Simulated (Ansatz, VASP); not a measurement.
## LaTe: VASP beside Ansatz

Wanted: the spread between two codes on one cell, functional and k mesh. The cell is taken from a series of runs on this material, whose earlier steps may have relaxed, scaled, displaced or heated it; both programs get it as it stands.

Method: plane waves, with VASP 6.6.1 beside it; zone-centre phonons at PBEsol, in Ansatz 0.2.0.

### 1. The structure

The structure is cubic, space group Fm-3m (No. 225). Conventional cell: a = 6.393 Å, b = 6.393 Å, c = 6.393 Å, α = 90.00°, β = 90.00°, γ = 90.00°. Nearest to La lie 6 Te at 3.20 Å. Nearest to Te lie 6 La at 3.20 Å. Farther neighbours and most contacts between anions are not listed.

Structure file:

```cif
data_structure
_symmetry_space_group_name_H-M 'Fm-3m'
_symmetry_Int_Tables_number 225
_cell_length_a 6.3931
_cell_length_b 6.3931
_cell_length_c 6.3931
_cell_angle_alpha 90.000
_cell_angle_beta 90.000
_cell_angle_gamma 90.000
_cell_volume 261.30
loop_
_atom_site_label
_atom_site_type_symbol
_atom_site_symmetry_multiplicity
_atom_site_Wyckoff_symbol
_atom_site_fract_x
_atom_site_fract_y
_atom_site_fract_z
_atom_site_occupancy
La1 La 4 a 0.00000 0.00000 0.00000 1
Te1 Te 4 b 0.50000 0.00000 0.00000 1
```

### 2. Ansatz: zone-centre phonons, PBEsol

Ansatz runs on its default PAW (the set named soft_2) files.

Second derivatives magnify differences that forces hide, and they need a tight electronic threshold.

Contents of input.yaml:

```yaml
crystal:
  lattice:
    - [0.0, 3.1965619706, 3.1965619706]
    - [3.1965619706, 0.0, 3.1965619706]
    - [3.1965619706, 3.1965619706, 0.0]
  atoms:
    - { symbol: La, position: [0.0, 0.0, 0.0] }
    - { symbol: Te, position: [0.5, 0.5, 0.5] }
kpoints:
  mp_grid: { grid: [16, 16, 16] }
hamiltonian:
  xc: pbesol
scf:
  occupations: { method: fermi_dirac, width: 0.1 }
output:
  eigenvalues: true
phonons:
  method: dfpt
  qpoints:
    - [0, 0, 0]
    - [0.0625, 0.0, 0.0625]
    - [0.1875, 0.0, 0.1875]
    - [0.3125, 0.0, 0.3125]
    - [0.4375, 0.0, 0.4375]
```

The run is started by

```console
$ ansatz run input.yaml --threads 4 --pin off --max-ram 8192MiB --backend cpu --events-out ev --progress --plain --runs-dir out
```

Numbers of over 12 decimals in the logs are rounded to 6 here.

What it wrote:

```text
Engine: ansatz 0.2.0, aarch64-unknown-linux-gnu
Pseudopotentials: kind: paw
Pseudopotential: La, paw, valence charge 11, recommended cutoff 420 eV (normal), La.paw.azcp
Pseudopotential: Te, paw, valence charge 16, recommended cutoff 420 eV (normal), Te.paw.azcp
Functional definition: PBEsol
  exchange = pbesol_x
  correlation = pbesol_c
Crystal: 2 atoms, lattice volume = 65.325 Å³
Basis set: ecut = 420 eV, 1243 PW (Γ), exchange–correlation on 64×64×64 points (8 copies of the dense FFT grid, shifted against one another)
Bands: 18, of which v1, the nominal top of the filled ones, is band 14 counted from 1 (13 counted from 0)
Symmetry: 48 space group operations
k-points: 145 of 4096
Non-local potential: La, projectors of the file, l = 0: 3, l = 1: 2, l = 2: 2, l = 3: 3
Non-local potential: Te, projectors of the file, l = 0: 2, l = 1: 2, l = 2: 2, l = 3: 2
PAW form: soft (Blöchl's): semilocal exchange-correlation on the pseudo side does not see the compensation charge
PAW frozen core: La, regenerated for the run's functional, and the local potential with it (the file was generated under x = pbe(κ = 0.804, μ = 0.219515), c = pbe(β = 0.066725))
PAW frozen core: Te, regenerated for the run's functional, and the local potential with it (the file was generated under x = pbe(κ = 0.804, μ = 0.219515), c = pbe(β = 0.066725))
PAW one-centre angular grid: La, 590 points (default); XC on 64 Gauss nodes
PAW one-centre angular grid: Te, 590 points (default); XC on 64 Gauss nodes
Initial density: superposition of atomic densities (neutral atoms: chi_scale 0, normalization atom), corrected by the library's trained network
Initial wavefunctions: pseudopotential atomic-orbital guess
Functional: x = pbesol(κ = 0.804, μ = 0.123457), c = pbesol(β = 0.046)
SCF iter   1: F=—  HF=-13066.019481 eV  |F-HF|=—  |Δ(HF+E_count)|=         —  Δρ=2.13e-3  dr2=4.29e-3  ethr=1.77e-3  ⟨swp⟩=5.7  Hψ=26130  notcnv=0
automatic band count: the SCF goes on with 22 bands, as 18 were too few: the levels above may hold too much charge
preconditioner: auto → Kerker (q_TF=auto, 2.355 Å⁻¹)  [metal: Δε(μ)=0.010 eV  Ē_g=11.377 eV  σ=0.100 eV  W_gap=0.03  n_scr=14 (ndim 8)  ℏωp=17.8 eV  f_vac=0.000  D(μ)=1.34/eV (n_scr^D=8)]
SCF iter   2: F=—  HF=-13066.017240 eV  |F-HF|=—  |Δ(HF+E_count)|=   2.24e-3  Δρ=1.31e-3  dr2=1.67e-3  ethr=1.59e-5  ⟨swp⟩=2.0  Hψ=6515  notcnv=0
SCF iter   3: F=—  HF=-13066.016961 eV  |F-HF|=—  |Δ(HF+E_count)|=   2.79e-4  Δρ=3.77e-4  dr2=8.98e-5  ethr=6.20e-6  ⟨swp⟩=2.0  Hψ=5139  notcnv=0
SCF iter   4: F=—  HF=-13066.016910 eV  |F-HF|=—  |Δ(HF+E_count)|=   5.13e-5  Δρ=1.74e-4  dr2=3.64e-5  ethr=3.33e-7  ⟨swp⟩=2.0  Hψ=5098  notcnv=0
SCF iter   5: F=—  HF=-13066.016906 eV  |F-HF|=—  |Δ(HF+E_count)|=   3.87e-6  Δρ=4.70e-5  dr2=1.38e-6  ethr=1.35e-7  ⟨swp⟩=2.0  Hψ=3772  notcnv=0
SCF iter   6: F=—  HF=-13066.016905 eV  |F-HF|=—  |Δ(HF+E_count)|=   7.01e-7  Δρ=1.91e-5  dr2=2.67e-7  ethr=5.13e-9  ⟨swp⟩=2.0  Hψ=5188  notcnv=0
SCF iter   7: F=—  HF=-13066.016905 eV  |F-HF|=—  |Δ(HF+E_count)|=   2.22e-8  Δρ=4.37e-6  dr2=1.12e-8  ethr=9.90e-10  ⟨swp⟩=2.0  Hψ=5147  notcnv=0
SCF iter   8: F=—  HF=-13066.016905 eV  |F-HF|=—  |Δ(HF+E_count)|=  5.62e-10  Δρ=4.24e-7  dr2=1.01e-10  ethr=4.14e-11  ⟨swp⟩=2.0  Hψ=5204  notcnv=0
SCF iter   9: F=-13066.016905 eV  HF=-13066.016905 eV  |F-HF|=3.64e-12  |Δ(HF+E_count)|=  4.00e-11  Δρ=4.81e-8  dr2=1.59e-12  ethr=1.00e-12  ⟨swp⟩=6.1  Hψ=12749  notcnv=0
SCF 1 converged in 9 iterations: F = -13066.016905 eV  dr2 = 1.59e-12
  greatest PAW one-centre occupation: 0.998 electrons in one spin orbital (limit 2), on the Te atom at site 1 (counted from 0), in its partial waves of l = 2
NSCF: frozen V_eff on 145 k-points
WARN: eigensolver did not converge in 9 slots of this pass, the one above among them; of largest residual over every band (k=109): 1 band(s) unlocked (lowest unlocked band 21, counted from 0; max residual 5.12e-4 eV among the unlocked bands, 5.12e-4 eV over every band); of lowest unlocked band (k=43): band 21
NSCF: frozen V_eff on 349 k-points
DFPT response loops at q = (0, 0, 0) (fractional): preconditioner auto → Kerker (q_TF=auto, 2.355 Å⁻¹) (partly filled bands, converged f_vac=0.000); β = 1.00, the filter's whole step (`scf.mixing.beta` (0.50) is not read by the response loops under this deck's `scf.mixing.preconditioner`; to damp them name `kerker` or `kerker_dos`, under which they read `scf.mixing.beta`, and type it under 1.00, their step now; both keys bind the ground state too); Broyden in place of MSR1
NSCF: frozen V_eff on 2320 k-points
DFPT response loops at q = (0.0625, 0, 0.0625) (fractional): mixed as the last ones told, above
NSCF: frozen V_eff on 2320 k-points
DFPT response loops at q = (0.1875, 0, 0.1875) (fractional): mixed as the last ones told, above
NSCF: frozen V_eff on 2320 k-points
DFPT response loops at q = (0.3125, 0, 0.3125) (fractional): mixed as the last ones told, above
NSCF: frozen V_eff on 2320 k-points
DFPT response loops at q = (0.4375, 0, 0.4375) (fractional): mixed as the last ones told, above
SCF converged after 9 iterations
Free energy (F): -13066.016905 eV
Harris-Foulkes:  -13066.016905 eV  (|F-HF|=3.64e-12)
Internal energy: -13065.972112 eV  (E = F + TS)
E sigma→0 (E₀):  -13065.994508 eV
Entropy (-TS):   -0.044793 eV (-22.397 meV/atom)
Fermi energy:    11.638268 eV
--- Per-component energies (eV) ---
  E_band       = -274.566255
  E_kinetic    = 374.167630
  E_local      = -1611.408800  (includes V_loc(G=0)·N_el)
  E_nonlocal   = -208.781827
  E_hartree    = 935.864459
  E_xc         = -262.461700
  E_vxc        = -252.498108  (∫ρ·V_xc dr)
  E_paw        = -9915.310113  (= ΣΔE_a)
  E_vpaw       = -447.773888  (= ΣTr[D̂ρ^β])
  E_aug_tail   = -0.000220  (compensation charges beyond the density's cutoff)
  E_ewald      = -2378.585866
  E_core_change = 0.544325  (= ΣΔE_core)
  E_smearing   = -0.044793  (= −TS)
  E_closure    = 0.000000  (closes the sum)
  Σ components = -13066.016905   (vs F -13066.016905, Δ=0.00e0)
--- Band table (eV; the first three rows and the last of 145) ---
  k-point 0: bands = [... 10 lower, 9.3727, 9.3727, 9.3727, 11.6299, 11.6299, 11.6299, 12.3266, 12.3266, ... 4 higher]
  k-point 1: bands = [... 10 lower, 9.1740, 9.2616, 9.2616, 11.6427, 11.6828, 11.6828, 12.4361, 12.4361, ... 4 higher]
  k-point 2: bands = [... 10 lower, 8.6992, 8.9916, 8.9916, 11.6627, 11.8246, 11.8246, 12.6736, 12.6736, ... 4 higher]
  k-point 144: bands = [... 10 lower, 7.6113, 8.1619, 8.1619, 12.1243, 12.1243, 12.9993, 12.9993, 13.0470, ... 4 higher]
--- Phonons (Γ-DFPT): 2 representative perturbations + reference (Σ response iterations 6) ---
  ASR residual: 7.925e-5 → 0.000e0 eV/Å²; symmetrization residual: 1.198e-6 eV/Å²
  ASR residual per site (eV/Å²): 7.92e-5 2.44e-5
  Γ frequencies (cm⁻¹): 0.00 0.00 0.00 155.40 155.40 155.40
  non-analytic LO–TO correction: not included (Born effective charges unavailable; polar crystals: no LO–TO splitting at Γ)
--- Phonons (arbitrary-q DFPT): 5 explicit q-points ---
  q = [0, 0, 0] (of the zone-centre solve; hermiticity 4.06e-7, symmetrization 2.59e-12): -0.00 0.00 0.00 155.40 155.40 155.40
  q = [0.0625, 0, 0.0625] (4 solved perturbations in 3616 linear systems a pass and spin channel, the states on 1160 of 4096 k-point pairs; hermiticity 1.88e-6, symmetrization 2.57e-11): 7.45 7.45 31.11 152.75 155.31 155.31
  q = [0.1875, 0, 0.1875] (4 solved perturbations in 3616 linear systems a pass and spin channel, the states on 1160 of 4096 k-point pairs; hermiticity 1.76e-6, symmetrization 3.84e-11): 22.77 22.77 82.81 132.46 153.57 153.57
  q = [0.3125, 0, 0.3125] (4 solved perturbations in 3616 linear systems a pass and spin channel, the states on 1160 of 4096 k-point pairs; hermiticity 4.08e-6, symmetrization 3.69e-11): 36.74 36.74 81.31 127.99 150.34 150.34
  q = [0.4375, 0, 0.4375] (4 solved perturbations in 3616 linear systems a pass and spin channel, the states on 1160 of 4096 k-point pairs; hermiticity 1.51e-6, symmetrization 8.75e-11): 44.48 44.48 49.44 144.09 148.73 148.73
  sum rule: each row above includes the acoustic sum rule's correction from the zone centre's row sums; it moved no ω² by more than (0.39 cm⁻¹)²
```

The column dr2 measures how far the density is from self-consistency, as an energy; F and HF (Harris–Foulkes) agree once it is small.

(Part 1 of 2 ends here.)

[Lines on the potential files, build, host, timing and source positions are cut from VASP's logs without a mark.]

[Logs are printed without paths, hosts, clocks, repeated set-up lines and the standing remarks that a program may print on its own settings, such as how far it seeks lower states.]

[Hosts, paths, dates, database ids (printed as entryN), source tags and the programs' standing remarks are cut or masked in the printed files.]
